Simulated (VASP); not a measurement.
Write the native input for VASP 6.6.1 that does the following.

```yaml
Task: relaxation of cell and atoms
Functional: LDA
Potentials_or_basis: VASP PAW LDA potentials, release 64 (Ti_sv, Al, C)
Cutoff: 600 eV
k_mesh: 16 × 16 × 4
Occupations: methfessel-paxton, width 0.2 eV
Spin: no spin polarisation
Further_INCAR_settings: ALGO = Fast; EDIFF = 1e-06; IBRION = 2; EDIFFG = -0.005; NSW = 40; ISIF = 3
```

The structure of Ti2AlC lies in POSCAR:

```
Ti2AlC
1.0
    3.0400000000      0.0000000000      0.0000000000
   -1.5200000000      2.6327172275      0.0000000000
    0.0000000000      0.0000000000     13.5900000000
Ti Al C
4 2 2
Direct
    0.3333333333      0.6666666667      0.0840000000
    0.6666666667      0.3333333333      0.9160000000
    0.6666666667      0.3333333333      0.5840000000
    0.3333333333      0.6666666667      0.4160000000
    0.3333333333      0.6666666667      0.7500000000
    0.6666666667      0.3333333333      0.2500000000
    0.0000000000      0.0000000000      0.0000000000
    0.0000000000      0.0000000000      0.5000000000
```

The cell was built by a generator and needn't be a form met in nature.

One way to write it, as run:

INCAR

```
SYSTEM = Ti2AlC
PREC     = Accurate       ! precision mode
ENCUT    = 600            ! plane-wave cutoff, eV
EDIFF    = 1E-6           ! SCF threshold, eV
ISMEAR   = 1              ! smearing method
SIGMA    = 0.2            ! smearing width, eV
LREAL    = .FALSE.        ! projectors in reciprocal space
LASPH    = .TRUE.         ! aspherical terms in the spheres
NELM     = 60             ! most SCF steps
ALGO     = Fast           ! electronic algorithm
ISIF     = 3              ! what is computed and relaxed
LWAVE    = .FALSE.        ! write WAVECAR
LCHARG   = .FALSE.        ! write CHGCAR
IBRION   = 2              ! ionic algorithm
NSW      = 40             ! ionic steps
EDIFFG   = -0.005         ! ionic threshold
KPAR     = 8
```

KPOINTS

```
Automatic mesh
0
G
  16 16 4
  0 0 0
```

Potentials or basis: VASP PAW LDA potentials, release 64 (Ti_sv, Al, C).

The run is started by

```sh
$ cat potpaw_LDA.64/Ti_sv/POTCAR potpaw_LDA.64/Al/POTCAR potpaw_LDA.64/C/POTCAR > POTCAR
$ mpirun -np 8 vasp_std > vasp.out
```

Results of the run:

The relaxed volume is 13.30 Å³/atom and the relaxed cell is a = 3.016 Å, b = 3.016 Å, c = 13.510 Å, α = 90.00°, β = 90.00°, γ = 120.00°. The space group after relaxing (to 0.05 Å) is P6_3/mmc (No. 194) and the energy gained by relaxing is 4.1 meV/atom. The ionic steps are 5 and the pressure after relaxing is 0.0 GPa. The largest force after relaxing is 0.004 eV/Å and the band gap on the k mesh is none (metal or under the smearing width).

It took 7.2 min on 8 MPI ranks on Intel(R) Xeon(R) Platinum 8488C (Sapphire Rapids), on a shared host, peak memory 0.52 GiB a rank.
